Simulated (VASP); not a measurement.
All values below come from PBE GGA with D3 dispersion (zero damping), VASP's PBE PAW potentials (set 64) (plane waves; VASP 6.6.1).

VASP input:

**KPOINTS**
```
Automatic mesh
0
Gamma
13 13 7
0 0 0
```

INCAR:
```
SYSTEM = Mg
PREC = Accurate; ENCUT = 520; LREAL = .FALSE.
LASPH = .TRUE.
EDIFF = 1E-7; NELM = 100; ALGO = Normal
ISMEAR = 1; SIGMA = 0.1
GGA = PE; IVDW = 11
IBRION = 2; NSW = 30; ISIF = 4
EDIFFG = -0.01
LWAVE = .FALSE.; LCHARG = .FALSE.
```

POSCAR:
```
Mg
1.0
  1.6158348685  -2.7987085338   0.0000000000
  1.6158348685   2.7987085338   0.0000000000
  0.0000000000   0.0000000000   5.1517363109
Mg
2
Cartesian
  1.6158348685   0.9329047104   1.2879340777
  1.6158348685  -0.9329047104   3.8638022332
```

POTCAR, in this order: Mg (PBE.64 set). Program: vasp_std.

What VASP printed:

OUTCAR:
```
 ion  position               nearest neighbor table
   1  0.333  0.667  0.250-   2 3.18   2 3.18   2 3.18   2 3.18   2 3.18   2 3.18
   2  0.667  0.333  0.750-   1 3.18   1 3.18   1 3.18   1 3.18   1 3.18   1 3.18
  LATTYP: Found a hexagonal cell.
 ALAT       =     3.2316701223
 C/A-ratio  =     1.5941405267
 Subroutine PRICEL returns:
 Original cell was already a primitive cell.
 Subroutine GETGRP returns: Found 24 space group operations
The static configuration has the point symmetry D_3d.
 The point group associated with its full space group is D_6h.
The dynamic configuration has the point symmetry D_3d.
 Subroutine INISYM returns: Found 24 space group operations
 Subroutine IBZKPT returns following result:
 Found     84 irreducible k-points:

 Following reciprocal coordinates:
            Coordinates               Weight
  0.000000  0.000000  0.000000      1.000000
  0.076923  0.000000  0.000000      6.000000
  0.153846  0.000000  0.000000      6.000000
  0.230769  0.000000  0.000000      6.000000
  0.307692  0.000000  0.000000      6.000000
  0.384615  0.000000  0.000000      6.000000
  0.461538  0.000000  0.000000      6.000000
  0.076923  0.076923  0.000000      6.000000
  0.153846  0.076923  0.000000     12.000000
  0.230769  0.076923  0.000000     12.000000
  0.307692  0.076923  0.000000     12.000000
  0.384615  0.076923  0.000000     12.000000
  0.461538  0.076923  0.000000      6.000000
  0.153846  0.153846  0.000000      6.000000
  0.230769  0.153846  0.000000     12.000000
  0.307692  0.153846  0.000000     12.000000
  0.384615  0.153846  0.000000     12.000000
  0.230769  0.230769  0.000000      6.000000
  0.307692  0.230769  0.000000     12.000000
  0.384615  0.230769  0.000000      6.000000
  0.307692  0.307692  0.000000      6.000000
  0.000000  0.000000  0.142857      2.000000
...
```

File OSZICAR:
```
       N       E                     dE             d eps       ncg     rms          rms(c)
DAV:   1    -0.124477473899E+00   -0.12448E+00   -0.12421E+03  1008   0.465E+02
DAV:   2    -0.298951755599E+01   -0.28650E+01   -0.26981E+01  1332   0.279E+01
DAV:   3    -0.301408339638E+01   -0.24566E-01   -0.23465E-01  1458   0.324E+00
DAV:   4    -0.301417647530E+01   -0.93079E-04   -0.93070E-04  1440   0.154E-01
DAV:   5    -0.301417712924E+01   -0.65394E-06   -0.65383E-06  1440   0.102E-02    0.960E-01
DAV:   6    -0.300818677555E+01    0.59904E-02   -0.64847E-04  1212   0.296E-01    0.615E-01
DAV:   7    -0.300071968020E+01    0.74671E-02   -0.25550E-03  1062   0.515E-01    0.344E-02
DAV:   8    -0.300073353534E+01   -0.13855E-04   -0.14347E-05  1650   0.342E-02    0.785E-03
DAV:   9    -0.300073210935E+01    0.14260E-05   -0.13336E-06  1206   0.816E-03    0.618E-04
DAV:  10    -0.300073186738E+01    0.24197E-06   -0.47027E-09   948   0.666E-04    0.140E-04
DAV:  11    -0.300073183494E+01    0.32442E-07   -0.64237E-10   678   0.237E-04
   1 F= -.33971917E+01 E0= -.33964315E+01  d E =-.339719E+01
       N       E                     dE             d eps       ncg     rms          rms(c)
DAV:   1    -0.300113774544E+01   -0.40588E-03   -0.94474E-04  1386   0.165E-01    0.102E-02
DAV:   2    -0.300113708349E+01    0.66195E-06   -0.51047E-06  1176   0.173E-02    0.650E-03
DAV:   3    -0.300113623432E+01    0.84918E-06   -0.95954E-07  1266   0.514E-03    0.128E-04
DAV:   4    -0.300113624764E+01   -0.13328E-07   -0.11724E-08   756   0.898E-04
   2 F= -.33975398E+01 E0= -.33967838E+01  d E =-.348146E-03
       N       E                     dE             d eps       ncg     rms          rms(c)
DAV:   1    -0.300146453764E+01   -0.32830E-03   -0.34155E-03  1374   0.313E-01    0.197E-02
DAV:   2    -0.300146214343E+01    0.23942E-05   -0.18685E-05  1158   0.329E-02    0.125E-02
DAV:   3    -0.300145925930E+01    0.28841E-05   -0.35352E-06  1248   0.977E-03    0.225E-04
DAV:   4    -0.300145928337E+01   -0.24074E-07   -0.43393E-08   882   0.173E-03
   3 F= -.33977892E+01 E0= -.33971256E+01  d E =-.597526E-03
```

File OUTCAR:
```
------------------------ aborting loop because EDIFF is reached ----------------------------------------
 Edisp (eV)   -0.39633
  FORCE on cell =-STRESS in cart. coord.  units (eV):
  Direction    XX          YY          ZZ          XY          YZ          ZX
  --------------------------------------------------------------------------------------
  Total      -0.52462    -0.52462    -0.52051    -0.00000     0.00000    -0.00000
  in kB     -18.03911   -18.03912   -17.89791    -0.00000     0.00000    -0.00000
  external pressure =      -17.99 kB  Pullay stress =        0.00 kB
  volume of cell :       46.59
      direct lattice vectors                 reciprocal lattice vectors
     1.609721968 -2.788120642 -0.000000000     0.310612646 -0.179332269 -0.000000000
     1.609721968  2.788120642 -0.000000000     0.310612646  0.179332269 -0.000000000
     0.000000000  0.000000000  5.190937989     0.000000000 -0.000000000  0.192643411
 POSITION                                       TOTAL-FORCE (eV/Angst)
 -----------------------------------------------------------------------------------
      1.60972      0.92938      1.29773         0.000000     -0.000000      0.000000
      1.60972     -0.92938      3.89320        -0.000000      0.000000      0.000000
 -----------------------------------------------------------------------------------
    total drift:                                0.000001     -0.000006      0.000001
  FREE ENERGIE OF THE ION-ELECTRON SYSTEM (eV)
  ---------------------------------------------------
  free  energy   TOTEN  =        -3.3977891932 eV

  energy  without entropy=       -3.3957984077  energy(sigma->0) =       -3.39712560

 reached required accuracy - stopping structural energy minimisation
```
(Selected blocks of OUTCAR.)

CONTCAR:
```
Mg
   1.00000000000000
     1.6097219676273400   -2.7881206420721059   -0.0000000000000000
     1.6097219676273400    2.7881206420721059   -0.0000000000000000
     0.0000000000000000    0.0000000000000000    5.1909379892731105
  Mg
     2
Direct
     0.3333330000000032    0.6666669999999968    0.2500000000000000
     0.6666669999999968    0.3333330000000032    0.7500000000000000
```

The compound is Mg in the hcp structure. This cell is one point of a volume scan, at 1.06 of the reference volume. Symmetry was kept, so distortions that lower it aren't found.
